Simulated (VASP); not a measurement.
These are PBE GGA, VASP's PBE PAW potentials (set 64) (plane waves; VASP 6.6.1) values and carry that method's errors.

VASP ran on this input.

**KPOINTS**
```
Automatic mesh
0
Gamma
9 9 4
0 0 0
```

INCAR:
```
ISIF  =  3
PREC  =  Accurate
ISMEAR  =  1   # Methfessel-Paxton
SIGMA  =  0.1
IBRION  =  2
EDIFFG  =  -0.02   # ionic stop
GGA  =  PE
LWAVE  =  F
LMAXMIX  =  4   # l cut-off of mixed one-centre charges
EDIFF  =  1E-6   # SCF stop (eV)
LASPH  =  T
ALGO  =  Normal   # blocked Davidson
ENCUT  =  400
SYSTEM  =  TiSe
LREAL  =  F   # projection in real space or not
LCHARG  =  F
NSW  =  60
NELM  =  100   # most electronic steps
```

POSCAR:
```
TiSe
1
    3.6321115295    -0.0000000000    -0.0000000000
   -1.8160557648     3.1455010637     0.0000000000
   -0.0000000000     0.0000000000     7.6884448462
Ti Se
2 2
Direct
  0.3333330000   0.6666670000   0.0267996921
  0.6666670000   0.3333330000   0.5267996921
  0.3333330000   0.6666670000   0.3482003079
  0.6666670000   0.3333330000   0.8482003079
```

POTCAR, in this order: Ti_sv Se (PBE.64 set). Program: vasp_std.

Output

OSZICAR:
```
...
DAV:  13    -0.252807649020E+02   -0.11123E-05   -0.42804E-06  1626   0.187E-02    0.194E-03
DAV:  14    -0.252807650953E+02   -0.19329E-06   -0.31303E-07  1206   0.573E-03
   1 F= -.25280765E+02 E0= -.25281561E+02  d E =-.252808E+02
       N       E                     dE             d eps       ncg     rms          rms(c)
DAV:   1    -0.252942363481E+02   -0.13471E-01   -0.51994E-01  1584   0.846E+00    0.790E-01
DAV:   2    -0.252850902555E+02    0.91461E-02   -0.73925E-02  1962   0.282E+00    0.350E-01
DAV:   3    -0.252823451441E+02    0.27451E-02   -0.85435E-03  2326   0.622E-01    0.110E-01
DAV:   4    -0.252823056804E+02    0.39464E-04   -0.19557E-03  2502   0.257E-01    0.651E-02
DAV:   5    -0.252823510025E+02   -0.45322E-04   -0.12154E-04  2300   0.785E-02    0.394E-02
DAV:   6    -0.252823965166E+02   -0.45514E-04   -0.11923E-04  2450   0.509E-02    0.204E-02
DAV:   7    -0.252823994219E+02   -0.29054E-05   -0.16277E-05  2104   0.317E-02    0.736E-03
DAV:   8    -0.252823999825E+02   -0.56054E-06   -0.26704E-06  1304   0.144E-02
   2 F= -.25282400E+02 E0= -.25283255E+02  d E =-.163489E-02
       N       E                     dE             d eps       ncg     rms          rms(c)
DAV:   1    -0.252826734741E+02   -0.27405E-03   -0.10182E-02  1608   0.119E+00    0.110E-01
DAV:   2    -0.252824967312E+02    0.17674E-03   -0.14466E-03  1962   0.395E-01    0.488E-02
DAV:   3    -0.252824420907E+02    0.54641E-04   -0.16638E-04  2310   0.813E-02    0.153E-02
DAV:   4    -0.252824419889E+02    0.10183E-06   -0.37519E-05  2490   0.337E-02    0.908E-03
DAV:   5    -0.252824436456E+02   -0.16567E-05   -0.22303E-06  1524   0.111E-02    0.554E-03
DAV:   6    -0.252824445227E+02   -0.87709E-06   -0.24791E-06  1564   0.872E-03
   3 F= -.25282445E+02 E0= -.25283309E+02  d E =-.167943E-02
       N       E                     dE             d eps       ncg     rms          rms(c)
DAV:   1    -0.252855257452E+02   -0.30821E-02   -0.24838E-01  1806   0.758E+00    0.447E-01
DAV:   2    -0.252847577024E+02    0.76804E-03   -0.46255E-02  1602   0.190E+00    0.223E-01
DAV:   3    -0.252840488537E+02    0.70885E-03   -0.44207E-03  2364   0.486E-01    0.740E-02
DAV:   4    -0.252840237784E+02    0.25075E-04   -0.52654E-04  2538   0.141E-01    0.304E-02
DAV:   5    -0.252840409401E+02   -0.17162E-04   -0.13653E-04  2494   0.755E-02    0.262E-02
DAV:   6    -0.252840413497E+02   -0.40958E-06   -0.33637E-05  2226   0.464E-02    0.920E-03
DAV:   7    -0.252840415804E+02   -0.23067E-06   -0.47332E-06  2058   0.166E-02
   4 F= -.25284042E+02 E0= -.25285057E+02  d E =-.159706E-02
       N       E                     dE             d eps       ncg     rms          rms(c)
DAV:   1    -0.253012930584E+02   -0.17252E-01   -0.22355E+00  1800   0.227E+01    0.135E+00
DAV:   2    -0.252940181452E+02    0.72749E-02   -0.42256E-01  1590   0.567E+00    0.676E-01
DAV:   3    -0.252875047615E+02    0.65134E-02   -0.39521E-02  2340   0.140E+00    0.232E-01
DAV:   4    -0.252871382708E+02    0.36649E-03   -0.47703E-03  2550   0.428E-01    0.948E-02
DAV:   5    -0.252873014960E+02   -0.16323E-03   -0.11748E-03  2384   0.220E-01    0.742E-02
DAV:   6    -0.252872991991E+02    0.22969E-05   -0.29207E-04  2308   0.135E-01    0.272E-02
DAV:   7    -0.252873026880E+02   -0.34889E-05   -0.39632E-05  2282   0.457E-02    0.492E-03
DAV:   8    -0.252873032848E+02   -0.59676E-06   -0.24663E-06  1536   0.119E-02
   5 F= -.25287303E+02 E0= -.25288594E+02  d E =-.485876E-02
       N       E                     dE             d eps       ncg     rms          rms(c)
DAV:   1    -0.253465233182E+02   -0.59221E-01   -0.90147E+00  1800   0.451E+01    0.273E+00
DAV:   2    -0.253135828688E+02    0.32940E-01   -0.17227E+00  1592   0.115E+01    0.138E+00
DAV:   3    -0.252862237711E+02    0.27359E-01   -0.16105E-01  2326   0.272E+00    0.493E-01
DAV:   4    -0.252842487502E+02    0.19750E-02   -0.20554E-02  2558   0.817E-01    0.203E-01
DAV:   5    -0.252849925772E+02   -0.74383E-03   -0.44962E-03  2346   0.411E-01    0.141E-01
DAV:   6    -0.252849701562E+02    0.22421E-04   -0.11794E-03  2284   0.256E-01    0.555E-02
DAV:   7    -0.252849925019E+02   -0.22346E-04   -0.16096E-04  2196   0.866E-02    0.106E-02
DAV:   8    -0.252849924391E+02    0.62812E-07   -0.19649E-05  2034   0.274E-02    0.814E-03
DAV:   9    -0.252849939339E+02   -0.14948E-05   -0.14187E-06  1210   0.105E-02    0.168E-03
DAV:  10    -0.252849941896E+02   -0.25572E-06   -0.21687E-07  1044   0.431E-03
   6 F= -.25284994E+02 E0= -.25286517E+02  d E =-.254967E-02
       N       E                     dE             d eps       ncg     rms          rms(c)
DAV:   1    -0.253145815036E+02   -0.29588E-01   -0.39038E+00  1800   0.300E+01    0.180E+00
DAV:   2    -0.253005287895E+02    0.14053E-01   -0.77277E-01  1680   0.777E+00    0.886E-01
DAV:   3    -0.252888450248E+02    0.11684E-01   -0.68934E-02  2422   0.186E+00    0.337E-01
DAV:   4    -0.252875191867E+02    0.13258E-02   -0.10260E-02  2554   0.572E-01    0.137E-01
DAV:   5    -0.252878354734E+02   -0.31629E-03   -0.15085E-03  2360   0.222E-01    0.739E-02
DAV:   6    -0.252878703265E+02   -0.34853E-04   -0.35953E-04  2386   0.128E-01    0.258E-02
DAV:   7    -0.252878759978E+02   -0.56712E-05   -0.62971E-05  2468   0.538E-02    0.130E-02
DAV:   8    -0.252878734448E+02    0.25530E-05   -0.22601E-05  1938   0.269E-02    0.239E-03
DAV:   9    -0.252878727582E+02    0.68660E-06   -0.11344E-06  1206   0.108E-02
   7 F= -.25287873E+02 E0= -.25289198E+02  d E =-.542824E-02
       N       E                     dE             d eps       ncg     rms          rms(c)
DAV:   1    -0.252880727585E+02   -0.19931E-03   -0.28047E-02  1794   0.255E+00    0.152E-01
DAV:   2    -0.252879773287E+02    0.95430E-04   -0.54353E-03  1622   0.650E-01    0.759E-02
DAV:   3    -0.252878951318E+02    0.82197E-04   -0.49423E-04  2350   0.156E-01    0.272E-02
DAV:   4    -0.252878873393E+02    0.77924E-05   -0.67315E-05  2544   0.443E-02    0.109E-02
DAV:   5    -0.252878888435E+02   -0.15041E-05   -0.14086E-05  2126   0.227E-02    0.788E-03
DAV:   6    -0.252878887457E+02    0.97742E-07   -0.31934E-06  1482   0.143E-02
   8 F= -.25287889E+02 E0= -.25289208E+02  d E =-.544422E-02
       N       E                     dE             d eps       ncg     rms          rms(c)
DAV:   1    -0.253017804124E+02   -0.13892E-01   -0.49217E-01  1798   0.817E+00    0.845E-01
DAV:   2    -0.252906095070E+02    0.11171E-01   -0.84951E-02  1986   0.287E+00    0.346E-01
DAV:   3    -0.252880813364E+02    0.25282E-02   -0.11737E-02  2356   0.648E-01    0.143E-01
DAV:   4    -0.252878611949E+02    0.22014E-03   -0.31724E-03  2576   0.410E-01    0.870E-02
DAV:   5    -0.252879317880E+02   -0.70593E-04   -0.47730E-04  2236   0.175E-01    0.392E-02
DAV:   6    -0.252879941603E+02   -0.62372E-04   -0.22202E-04  2772   0.847E-02    0.345E-02
DAV:   7    -0.252879940066E+02    0.15375E-06   -0.47991E-05  2120   0.572E-02    0.990E-03
DAV:   8    -0.252879945268E+02   -0.52020E-06   -0.27149E-06  1698   0.154E-02
   9 F= -.25287995E+02 E0= -.25289340E+02  d E =-.105781E-03
       N       E                     dE             d eps       ncg     rms          rms(c)
DAV:   1    -0.252900668761E+02   -0.20729E-02   -0.68696E-02  1812   0.306E+00    0.318E-01
DAV:   2    -0.252884915269E+02    0.15753E-02   -0.12256E-02  1992   0.109E+00    0.129E-01
DAV:   3    -0.252881444472E+02    0.34708E-03   -0.17233E-03  2280   0.239E-01    0.547E-02
DAV:   4    -0.252881069356E+02    0.37512E-04   -0.46902E-04  2568   0.155E-01    0.327E-02
DAV:   5    -0.252881129340E+02   -0.59984E-05   -0.69388E-05  2252   0.648E-02    0.155E-02
DAV:   6    -0.252881226711E+02   -0.97370E-05   -0.29323E-05  2752   0.305E-02    0.132E-02
DAV:   7    -0.252881221624E+02    0.50865E-06   -0.78539E-06  1784   0.237E-02
  10 F= -.25288122E+02 E0= -.25289459E+02  d E =-.233417E-03
```

File OUTCAR:
```
------------------------ aborting loop because EDIFF is reached ----------------------------------------
  FORCE on cell =-STRESS in cart. coord.  units (eV):
  Direction    XX          YY          ZZ          XY          YZ          ZX
  --------------------------------------------------------------------------------------
  Total        0.0144830      0.0144830      0.0069464     -0.0000000     -0.0000000      0.0000000
  in kB        0.2693759      0.2693760      0.1291999     -0.0000000     -0.0000000      0.0000000
  external PRESSURE =       0.2226506 kB  Pullay stress =       0.0000000 kB
  volume of cell :       86.14
      direct lattice vectors                 reciprocal lattice vectors
     3.564932943  0.000000000  0.000000000     0.280510185  0.161952621 -0.000000000
    -1.782466471  3.087322689  0.000000000    -0.000000000  0.323905241 -0.000000000
     0.000000000  0.000000000  7.826683144    -0.000000000 -0.000000000  0.127768044
 POSITION                                       TOTAL-FORCE (eV/Angst)
 -----------------------------------------------------------------------------------
     -0.00000      2.05822      0.22818         0.000000     -0.000000      0.002643
      1.78247      1.02911      4.14152        -0.000000      0.000000      0.002643
     -0.00000      2.05822      2.70683        -0.000000     -0.000000     -0.002643
      1.78247      1.02911      6.62017         0.000000      0.000000     -0.002643
 -----------------------------------------------------------------------------------
    total drift:                               -0.003474      0.002006      0.000396
  FREE ENERGIE OF THE ION-ELECTRON SYSTEM (eV)
  ---------------------------------------------------
  free  energy   TOTEN  =       -25.2881221624 eV

  energy  without entropy=      -25.2921321404  energy(sigma->0) =      -25.28945882

 reached required accuracy - stopping structural energy minimisation
```
(Selected blocks of OUTCAR.)

CONTCAR:
```
TiSe
   1.00000000000000
     3.5649329426776348    0.0000000000010603    0.0000000000000000
    -1.7824664713869740    3.0873226893358643    0.0000000000000000
     0.0000000000000000    0.0000000000000000    7.8266831441062248
  Ti              Se
     2     2
Direct
     0.3333330000000032    0.6666669999999968    0.0291536573238393
     0.6666669999999968    0.3333330000000032    0.5291536573238390
     0.3333330000000032    0.6666669999999968    0.3458463426761607
     0.6666669999999968    0.3333330000000032    0.8458463426761610
```

The structure was generated: TiSe was put into the wurtzite type (P6_3mc), which need not be its known phase. This run relaxes it. Symmetry was kept, so distortions that lower it aren't found. The start is the result of an earlier pass.
